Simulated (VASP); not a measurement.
Consider the following.

```xyz
3
Lattice="0.0000 3.0000 3.0000 3.0000 0.0000 3.0000 3.0000 3.0000 0.0000" Properties=species:S:1:pos:R:3 pbc="T T T"
Al     1.5000     1.5000     1.5000
Al     4.5000     4.5000     4.5000
Au     0.0000     0.0000     0.0000
```

Level of theory: r2SCAN meta-GGA, VASP's PBE PAW potentials (set 64) (plane waves; VASP). Numerical set-up: 520 eV cut-off, 10×10×10 Γ-centred mesh, tetrahedra with Blöchl corrections, potentials Al Au.

Unless said otherwise, spin-orbit coupling is left out, though it shifts the bands of the heavy elements here.

What does the run give for the energy per atom (σ→0), band gap (over mesh and band path) with the smallest direct gap where there is one?

```
Property                                                               Value
----------------------------------  ----------------------------------------
band gap (over mesh and band path)  none (metal, semimetal or under 0.01 eV)
energy per atom (σ→0)                                        -21.847 eV/atom
```

The compound is AuAl2 in the fluorite structure. The cell was not relaxed at this level. The electron count is odd and the run is not spin-polarised, which forces a metal.
